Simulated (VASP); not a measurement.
# LiCl: exact exchange and RPA correlation, part 2 of 6

Wanted: where the RPA puts the energy minimum of LiCl. The scan starts from a database cell, scaled to the smallest volume of the series. The cell is of the rock-salt type, one of the forms listed for this formula. The start is a cell from a database of measured crystal structures.

VASP 6.6.1, plane waves and PAW; the level of theory is named at each step.

So far. Step 3 (Exact exchange, volume ratio 0.94): The Hartree-Fock energy on these orbitals is -6.2622 eV an atom. Step 4 (Empty bands, volume ratio 0.94): WAVECAR now holds 384 bands for 8 electrons. Its independent-particle dielectric tensor has xx, yy, zz = 3.4, 3.4, 3.4 on this mesh, which isn't tested for convergence in mesh or bands and lacks local fields.

The database entry behind the starting cell differs from later determinations by our own check (0.1 to 0.3 % short, probably kX units), so it need not match the best structure at ambient conditions.

**5. RPA correlation, volume ratio 0.94**

This step: RPA correlation on PBE orbitals; plane waves and PAW (Cl_GW, Li_GW) (VASP 6.6.1).

The RPA correlation energy follows from the response function on imaginary frequencies; VASP computes it for a row of response cutoffs and extrapolates.

Input file INCAR:

```
SYSTEM = LiCl
PREC = Accurate
ENCUT = 300
ISMEAR = 0
SIGMA = 0.05
LREAL = .FALSE.
GGA = PE
NBANDS = 384
ALGO = ACFDT
ENCUTGW = 200
NOMEGA = 12
PRECFOCK = Fast
LWAVE = .FALSE.
LCHARG = .FALSE.
```

Input file POSCAR:

```
LiCl
1.0
    0.0000000000      2.5124130641      2.5124130641
    2.5124130641      0.0000000000      2.5124130641
    2.5124130641      2.5124130641      0.0000000000
Cl Li
1 1
Direct
    0.5000000000      0.5000000000      0.5000000000
    0.0000000000      0.0000000000      0.0000000000
```

Input file KPOINTS:

```
Automatic mesh
0
Gamma
4 4 4
0 0 0
```

Potentials, in the order of the species: Cl_GW and Li_GW (PBE family, release 64).

The run is started by

```bash
mpirun -np 8 vasp_std
```

Output:

```text
[banner, memory and clock lines left out]
running    8 mpi-ranks, on    1 nodes
 distrk:  each k-point on    8 cores,    1 groups
 distr:  one band on    1 cores,    8 groups

 POSCAR found type information on POSCAR ClLi
 POSCAR found :  2 types and       2 ions
 [... a notice as in an earlier step ...]

 LDA part: xc-table for (Slater+PW92), standard interpolation
 found WAVECAR, reading the header
 POSCAR, INCAR and KPOINTS ok, starting setup
 FFT: planning ... GRIDC
 FFT: planning ... GRID_SOFT
 FFT: planning ... GRID
 reading WAVECAR
 the WAVECAR file was read successfully
 initial charge from wavefunction
 available memory per node:     83.57 GB, setting MAXMEM to     85579

 The Fermi energy was updated, please check that it is located mid-gap
 values below the HOMO (VB) or above the LUMO (CB) will cause erroneous energies
 E-fermi :   2.7945

 the WAVEDER file was read successfully
 set NWRITE>2 for more details about minimax calculation
 number of imaginary grid points requested:      12
 number of distinct grids requested:  1
 quadrature errors minimized for energies in [ 0.669E+01, 0.309E+03 ]
 bosonic grid (T=0, re) determined with error: 0.1148E-09
 bosonic grid (re): 0.1148E-09
       1.2819       4.0515       7.4822      12.1668      18.9601
      29.1694      44.8780      69.5596     109.4544     177.5528
     309.8717     682.2831
energies w=
    0.000    1.282    0.000    4.052    0.000    7.482    0.000   12.167
    0.000   18.960    0.000   29.169    0.000   44.878    0.000   69.560
    0.000  109.454    0.000  177.553    0.000  309.872    0.000  682.283
 responsefunction array rank=     216
 LDA part: xc-table for (Slater+PW92), standard interpolation

 min. memory requirement per mpi rank     68.0 MB, per node    544.2 MB

 allocating   2 responsefunctions rank=   216
 shmem allocating  12 responsefunctions rank=   216
 response function shared by NCSHMEM nodes    1
 Doing            2  frequencies on each core in blocks of           12
NQ=   1    0.0000    0.0000    0.0000,
|.........|.........|.........|.........
 performed       1167000 updates of chi_q(r,r)
 total number of BLAS operations        305.95 Gflops
NQ=   2    0.2500    0.0000    0.0000,
|.........|.........|.........|.........
 performed       2334000 updates of chi_q(r,r)
 total number of BLAS operations        675.78 Gflops
NQ=   3    0.5000    0.0000    0.0000,
|.........|.........|.........|.........
 performed       3501000 updates of chi_q(r,r)
 total number of BLAS operations       1087.62 Gflops
NQ=   4    0.2500    0.2500    0.0000,
|.........|.........|.........|.........
 performed       4668000 updates of chi_q(r,r)
 total number of BLAS operations       1468.69 Gflops
NQ=   5    0.5000    0.2500    0.0000,
|.........|.........|.........|.........
 performed       5835000 updates of chi_q(r,r)
 total number of BLAS operations       1857.34 Gflops
NQ=   6   -0.2500    0.2500    0.0000,
|.........|.........|.........|.........
 performed       7002000 updates of chi_q(r,r)
 total number of BLAS operations       2269.18 Gflops
NQ=   7    0.5000    0.5000    0.0000,
|.........|.........|.........|.........
 performed       8169000 updates of chi_q(r,r)
 total number of BLAS operations       2665.48 Gflops
NQ=   8   -0.2500    0.5000    0.2500,
|.........|.........|.........|.........
 performed       9336000 updates of chi_q(r,r)
 total number of BLAS operations       3069.52 Gflops
 entering main loop
```

Run time: 30 s. Hardware: 8 MPI ranks of AMD EPYC 7R43, shared host; peak memory 0.93 GiB.

From OUTCAR (step 5):

```text
   k-points           NKPTS =      8   k-points in BZ     NKDIM =     64   number of bands    NBANDS=    384

   NELECT =       8.0000    total number of electrons

 E-fermi :   2.7945

 Hartree contr. to MP2           -5.672024      0.000000

 Hartree contr. to MP2           -2.871673      0.000000

 Hartree contr. to MP2           -0.701349      0.000000

 Hartree contr. to MP2           -1.397724      0.000000

      cutoff energy     smooth cutoff   RPA   correlation   Hartree contr. to MP2

      cutoff energy     smooth cutoff   RPA   correlation   Hartree contr. to MP2
---------------------------------------------------------------------------------
            200.000           160.000      -10.6827145689      -15.3490130070
            190.476           152.381      -10.5990713360      -15.2555871137
            181.406           145.125      -10.5092606421      -15.1549288799
            172.768           138.214      -10.4120405132      -15.0455946612
            164.541           131.632      -10.3104883050      -14.9309261290
            156.705           125.364      -10.2021348536      -14.8079507298
            149.243           119.394      -10.0869004810      -14.6765196812
            142.136           113.709       -9.9661450857      -14.5379918151
  linear regression

  converged value                          -11.7517756306      -16.5604418271

[... 7 parts as in an earlier step ...]

[... 2 further parts left out ...]
```

Numbers from this step:

```yaml
rpa_correlation_energy: -11.75 eV
```

Extrapolated by the program to an infinite response cutoff, the correlation energy is -5.8759 eV an atom. With exact exchange the total is -12.1380 eV an atom.

**6. Comparison: r2SCAN, volume ratio 0.94**

This step: r2SCAN; plane waves and PAW (Cl_GW, Li_GW) (VASP 6.6.1).

For comparison the same cell is computed with r2SCAN.

Input file INCAR:

```
SYSTEM = LiCl
PREC = Accurate
ENCUT = 300
EDIFF = 1E-06
NELM = 100
ISMEAR = 0
SIGMA = 0.05
LREAL = .FALSE.
ALGO = Normal
METAGGA = R2SCAN
LASPH = .TRUE.
NBANDS = 10
LWAVE = .FALSE.
LCHARG = .FALSE.
KPAR = 8
```

POSCAR is that of step 5.

KPOINTS is that of step 5.

The run is started by

```bash
mpirun -np 8 vasp_std
```

Output:

```text
[banner, memory and clock lines left out]
running    8 mpi-ranks, on    1 nodes
 distrk:  each k-point on    1 cores,    8 groups
 distr:  one band on    1 cores,    1 groups

 POSCAR found type information on POSCAR ClLi
 POSCAR found :  2 types and       2 ions
 [... a notice as in an earlier step ...]

|                                                                             |
|               ----> ADVICE to this user running VASP <----                  |
|                                                                             |
|     You enforced a specific xc type in the INCAR file but a different       |
|     [... a line on the potential file left out ...]
|     I HOPE YOU KNOW WHAT YOU ARE DOING!                                     |
|                                                                             |

 LDA part: xc-table for (None), standard interpolation
 POSCAR, INCAR and KPOINTS ok, starting setup
 FFT: planning ... GRIDC
 FFT: planning ... GRID_SOFT
 FFT: planning ... GRID
 WAVECAR not read
 entering main loop
       N       E                     dE             d eps       ncg     rms          rms(c)
DAV:   1     0.149702239352E+02    0.14970E+02   -0.32720E+03   160   0.473E+02
DAV:   2    -0.134659334998E+02   -0.28436E+02   -0.28069E+02   214   0.980E+01
DAV:   3    -0.142747967601E+02   -0.80886E+00   -0.80760E+00   194   0.199E+01
DAV:   4    -0.142867361978E+02   -0.11939E-01   -0.11937E-01   192   0.235E+00
DAV:   5    -0.142870996566E+02   -0.36346E-03   -0.36345E-03   206   0.353E-01    0.126E+00
DAV:   6    -0.124695560167E+02    0.18175E+01   -0.59488E-01   166   0.502E+00    0.937E-01
DAV:   7    -0.124743514322E+02   -0.47954E-02   -0.55227E-02   212   0.138E+00    0.440E-01
DAV:   8    -0.124787179850E+02   -0.43666E-02   -0.24901E-03   184   0.410E-01    0.144E-01
DAV:   9    -0.124794742159E+02   -0.75623E-03   -0.65741E-04   180   0.227E-01    0.341E-02
DAV:  10    -0.124794852245E+02   -0.11009E-04   -0.87159E-06   192   0.253E-02    0.134E-02
DAV:  11    -0.124795072255E+02   -0.22001E-04   -0.10209E-06   210   0.952E-03    0.238E-03
DAV:  12    -0.124795042268E+02    0.29988E-05   -0.23160E-08   110   0.113E-03    0.111E-03
DAV:  13    -0.124795009018E+02    0.33250E-05   -0.97407E-09    92   0.885E-04    0.111E-04
DAV:  14    -0.124795009859E+02   -0.84146E-07   -0.67839E-10    92   0.210E-04
   1 F= -.12479501E+02 E0= -.12479501E+02  d E =-.194804E-15
```

It took 8.6 s on 8 MPI ranks; peak memory 0.71 GiB; 63 s of CPU time.

From OUTCAR (step 6):

```text
   NELECT =       8.0000    total number of electrons

 E-fermi :  -0.6609

 k-point     1 :       0.0000    0.0000    0.0000
  band No.  band energies     occupation
      1     -15.1725      2.00000
      2      -0.9326      2.00000
      3      -0.9326      2.00000
      4      -0.9326      2.00000
      5       6.6891      0.00000
      6      11.6835      0.00000
      7      11.6835      0.00000
      8      11.6835      0.00000
      9      14.4420      0.00000
    ...

  Total        0.3708814      0.3708814      0.3708814     -0.0000000     -0.0000000      0.0000000
  in kB       18.7345174     18.7345174     18.7345174     -0.0000000     -0.0000000      0.0000000
  external PRESSURE =      18.7345174 kB  Pullay stress =       0.0000000 kB

 POSITION                                       TOTAL-FORCE (eV/Angst)
 -----------------------------------------------------------------------------------
      2.51241      2.51241      2.51241         0.000000     -0.000000     -0.000000
      0.00000      0.00000      0.00000        -0.000000      0.000000      0.000000
 -----------------------------------------------------------------------------------
    total drift:                                0.000000      0.000000      0.000000

  FREE ENERGIE OF THE ION-ELECTRON SYSTEM (eV)
  ---------------------------------------------------
  free  energy   TOTEN  =       -12.4795009859 eV

  energy  without entropy=      -12.4795009859  energy(sigma->0) =      -12.47950099

[... 8 parts as in an earlier step ...]

[... 8 further parts left out ...]
```

The PAW data sets were made with PBE, which is usual practice but a small mismatch for other functionals.

This step gave:

* free energy (TOTEN): -12.48 eV
* Fermi energy: -0.6609 eV
* pressure: 1.873 GPa
* gap on the k-mesh: 7.607 eV
* least direct gap on the k-mesh: 7.622 eV

Its energy is -6.2398 eV an atom, on a zero of its own.

**7. Orbitals for comparison: HSE06, volume ratio 0.94**

This step: PBE; plane waves and PAW (Cl_GW, Li_GW) (VASP 6.6.1).

A hybrid converges faster from good orbitals, so a cheap PBE run writes WAVECAR first.

Input file INCAR:

```
SYSTEM = LiCl
PREC = Accurate
ENCUT = 300
EDIFF = 1E-05
NELM = 100
ISMEAR = 0
SIGMA = 0.05
LREAL = .FALSE.
ALGO = Normal
GGA = PE
NBANDS = 10
LORBIT = 11
LWAVE = .TRUE.
LCHARG = .FALSE.
KPAR = 8
```

POSCAR is that of step 6.

KPOINTS is that of step 6.

The run is started by

```bash
mpirun -np 8 vasp_std
```

Output:

```text
[banner, memory and clock lines left out]
running    8 mpi-ranks, on    1 nodes
 distrk:  each k-point on    1 cores,    8 groups
 distr:  one band on    1 cores,    1 groups

 POSCAR found type information on POSCAR ClLi
 POSCAR found :  2 types and       2 ions
 [... a notice as in an earlier step ...]

 LDA part: xc-table for (Slater+PW92), standard interpolation
 POSCAR, INCAR and KPOINTS ok, starting setup
 FFT: planning ... GRIDC
 FFT: planning ... GRID_SOFT
 FFT: planning ... GRID
 WAVECAR not read
 entering main loop
       N       E                     dE             d eps       ncg     rms          rms(c)
[... 10 cycles as in an earlier step ...]
DAV:  11    -0.734436026665E+01    0.17918E-05   -0.25841E-06   100   0.915E-03
   1 F= -.73443603E+01 E0= -.73443603E+01  d E =-.214372E-15
 writing wavefunctions
```

Wall time 1.8 s (8 MPI ranks); peak memory 0.69 GiB; 8.8 s of CPU time.

OUTCAR, selected parts (step 7):

```text
   NELECT =       8.0000    total number of electrons

 E-fermi :  -0.2787

 k-point     1 :       0.0000    0.0000    0.0000
  band No.  band energies     occupation
      1     -14.1924      2.00000
      2      -0.5501      2.00000
      3      -0.5501      2.00000
      4      -0.5501      2.00000
      5       6.1387      0.00000
      6      11.3396      0.00000
      7      11.3396      0.00000
      8      11.3396      0.00000
      9      14.0599      0.00000
    ...

  Total        0.5178055      0.5178055      0.5178055      0.0000000     -0.0000000      0.0000000
  in kB       26.1561673     26.1561673     26.1561673      0.0000000     -0.0000000      0.0000000
  external PRESSURE =      26.1561673 kB  Pullay stress =       0.0000000 kB

 POSITION                                       TOTAL-FORCE (eV/Angst)
 -----------------------------------------------------------------------------------
      2.51241      2.51241      2.51241        -0.000000     -0.000000      0.000000
      0.00000      0.00000      0.00000         0.000000      0.000000     -0.000000
 -----------------------------------------------------------------------------------
    total drift:                                0.000000      0.000000      0.000000

  FREE ENERGIE OF THE ION-ELECTRON SYSTEM (eV)
  ---------------------------------------------------
  free  energy   TOTEN  =        -7.3443602666 eV

  energy  without entropy=       -7.3443602666  energy(sigma->0) =       -7.34436027

[... 8 parts as in an earlier step ...]

[... 9 further parts left out ...]
```

This step gave:

```yaml
free_energy_toten: -7.344 eV
fermi_energy: -0.2787 eV
pressure: 2.616 GPa
gap_on_the_k_mesh: 6.689 eV
least_direct_gap_on_the_k_mesh: 6.689 eV
```

The run ends at a pressure of 2.62 GPa.

**8. Comparison: HSE06, volume ratio 0.94**

This step: HSE06; plane waves and PAW (Cl_GW, Li_GW) (VASP 6.6.1).

For comparison the same cell is computed with HSE06.

Input file INCAR:

```
SYSTEM = LiCl
PREC = Accurate
ENCUT = 300
EDIFF = 1E-06
NELM = 100
ISMEAR = 0
SIGMA = 0.05
LREAL = .FALSE.
ALGO = Normal
LHFCALC = .TRUE.
AEXX = 0.25
GGA = PE
HFSCREEN = 0.2
LASPH = .TRUE.
NBANDS = 10
PRECFOCK = Fast
LWAVE = .FALSE.
LCHARG = .FALSE.
KPAR = 8
```

POSCAR is that of step 7.

KPOINTS is that of step 7.

The WAVECAR or CHGCAR of an earlier step is read.

The run is started by

```bash
mpirun -np 8 vasp_std
```

Output:

```text
[banner, memory and clock lines left out]
running    8 mpi-ranks, on    1 nodes
 distrk:  each k-point on    1 cores,    8 groups
 distr:  one band on    1 cores,    1 groups

 POSCAR found type information on POSCAR ClLi
 POSCAR found :  2 types and       2 ions
 [... a notice as in an earlier step ...]

 LDA part: xc-table for (Slater+PW92), standard interpolation
 found WAVECAR, reading the header
 POSCAR, INCAR and KPOINTS ok, starting setup
 FFT: planning ... GRIDC
 FFT: planning ... GRID_SOFT
 FFT: planning ... GRID
 reading WAVECAR
 the WAVECAR file was read successfully
 initial charge from wavefunction
 entering main loop
       N       E                     dE             d eps       ncg     rms          rms(c)
DAV:   1    -0.843984373362E+01   -0.84398E+01   -0.12223E-01   162   0.215E+00    0.151E-01
DAV:   2    -0.844062647148E+01   -0.78274E-03   -0.15817E-03   214   0.279E-01    0.110E-01
DAV:   3    -0.844051669573E+01    0.10978E-03   -0.28602E-05   206   0.483E-02    0.669E-02
DAV:   4    -0.844047237712E+01    0.44319E-04   -0.11725E-05   188   0.305E-02    0.400E-02
DAV:   5    -0.844045626026E+01    0.16117E-04   -0.50641E-06   210   0.195E-02    0.240E-02
DAV:   6    -0.844045041620E+01    0.58441E-05   -0.19157E-06   202   0.120E-02    0.145E-02
DAV:   7    -0.844044814458E+01    0.22716E-05   -0.76150E-07   174   0.765E-03    0.874E-03
DAV:   8    -0.844044722309E+01    0.92149E-06   -0.28576E-07    98   0.487E-03
   1 F= -.84404472E+01 E0= -.84404472E+01  d E =-.725953E-19
```

The job ended after 13 s (8 MPI ranks; peak memory 1.4 GiB).

From OUTCAR (step 8):

```text
   k-points           NKPTS =      8   k-points in BZ     NKDIM =     64   number of bands    NBANDS=     10

   NELECT =       8.0000    total number of electrons

  exchange ACFDT corr.  =         0.00000000  see jH, gK, PRB 81, 115126

 E-fermi :  -1.2243

 k-point     1 :       0.0000    0.0000    0.0000
  band No.  band energies     occupation
      1     -16.4545      2.00000
      2      -1.5302      2.00000
      3      -1.5302      2.00000
      4      -1.5302      2.00000
      5       6.5985      0.00000
      6      11.9729      0.00000
      7      11.9729      0.00000
      8      11.9729      0.00000
      9      14.9087      0.00000
    ...

 POSITION                                       TOTAL-FORCE (eV/Angst)
 -----------------------------------------------------------------------------------
      2.51241      2.51241      2.51241        -0.000000      0.000000     -0.000000
      0.00000      0.00000      0.00000         0.000000     -0.000000      0.000000
 -----------------------------------------------------------------------------------
    total drift:                               -0.000006     -0.000007     -0.000006

  FREE ENERGIE OF THE ION-ELECTRON SYSTEM (eV)
  ---------------------------------------------------
  free  energy   TOTEN  =        -8.4404472231 eV

  energy  without entropy=       -8.4404472231  energy(sigma->0) =       -8.44044722

[... 7 parts as in an earlier step ...]

[... 8 further parts left out ...]
```

The k-mesh is coarse for exact exchange; levels may shift by about 0.1 eV on a finer one.

Numbers from this step:

```
free energy (TOTEN)            : -8.440 eV
Fermi energy                   : -1.224 eV
gap on the k-mesh              : 8.129 eV
least direct gap on the k-mesh : 8.129 eV
```

Its energy is -4.2202 eV an atom, on a zero of its own.

**9. Orbitals, volume ratio 0.97**

This step: PBE; plane waves and PAW (Cl_GW, Li_GW) (VASP 6.6.1).

The same chain follows at a volume ratio of 0.97.

Input file INCAR:

```
SYSTEM = LiCl
PREC = Accurate
ENCUT = 300
EDIFF = 1E-08
NELM = 100
ISMEAR = 0
SIGMA = 0.05
LREAL = .FALSE.
ALGO = Normal
GGA = PE
NBANDS = 10
LORBIT = 11
LWAVE = .TRUE.
LCHARG = .FALSE.
KPAR = 8
```

Input file POSCAR:

```
LiCl
1.0
    0.0000000000      2.5388614610      2.5388614610
    2.5388614610      0.0000000000      2.5388614610
    2.5388614610      2.5388614610      0.0000000000
Cl Li
1 1
Direct
    0.5000000000      0.5000000000      0.5000000000
    0.0000000000      0.0000000000      0.0000000000
```

KPOINTS is that of step 8.

The run is started by

```bash
mpirun -np 8 vasp_std
```

Output:

```text
[... set-up lines as in an earlier step ...]
 entering main loop
       N       E                     dE             d eps       ncg     rms          rms(c)
DAV:   1     0.235601290652E+02    0.23560E+02   -0.31753E+03   160   0.448E+02
DAV:   2    -0.641269702813E+01   -0.29973E+02   -0.29630E+02   206   0.101E+02
DAV:   3    -0.740400880327E+01   -0.99131E+00   -0.99000E+00   198   0.218E+01
DAV:   4    -0.741572137313E+01   -0.11713E-01   -0.11711E-01   198   0.265E+00
[...]
DAV:  12    -0.735906678373E+01   -0.20559E-06   -0.21314E-07   192   0.346E-03    0.188E-04
DAV:  13    -0.735906679866E+01   -0.14926E-07   -0.81176E-09   180   0.588E-04    0.179E-05
DAV:  14    -0.735906679633E+01    0.23281E-08   -0.10932E-10   108   0.889E-05
   1 F= -.73590668E+01 E0= -.73590668E+01  d E =-.640979E-13
 writing wavefunctions
```

The job ended after 2 s (8 MPI ranks; peak memory 0.64 GiB).

From OUTCAR (step 9):

```text
  Total        0.2645345      0.2645345      0.2645345     -0.0000000     -0.0000000      0.0000000
  in kB       12.9492896     12.9492896     12.9492896     -0.0000000     -0.0000000      0.0000000
  external PRESSURE =      12.9492896 kB  Pullay stress =       0.0000000 kB

 POSITION                                       TOTAL-FORCE (eV/Angst)
 -----------------------------------------------------------------------------------
      2.53886      2.53886      2.53886         0.000000     -0.000000      0.000000
      0.00000      0.00000      0.00000        -0.000000      0.000000     -0.000000
 -----------------------------------------------------------------------------------
    total drift:                                0.000000      0.000000      0.000000

  FREE ENERGIE OF THE ION-ELECTRON SYSTEM (eV)
  ---------------------------------------------------
  free  energy   TOTEN  =        -7.3590667963 eV

  energy  without entropy=       -7.3590667963  energy(sigma->0) =       -7.35906680

[... 1 part as in an earlier step ...]

[... 2 further parts left out ...]
[key lines of the parts left out:]
E-fermi :  -0.5078
```

The run ends at a pressure of 1.29 GPa.

(Part 2 of 6 ends here.)

[Lines on the potential files, build, host, timing and source positions are cut from VASP's logs without a mark.]

[Logs are printed without paths, hosts, clocks, repeated set-up lines and the standing remarks that a program may print on its own settings, such as how far it seeks lower states.]

[Hosts, paths, dates, database ids (printed as entryN), source tags and the programs' standing remarks are cut or masked in the printed files.]

[Pressures printed for these runs are not shown converged in the cutoff: they can be off by several GPa and have the wrong sign.]
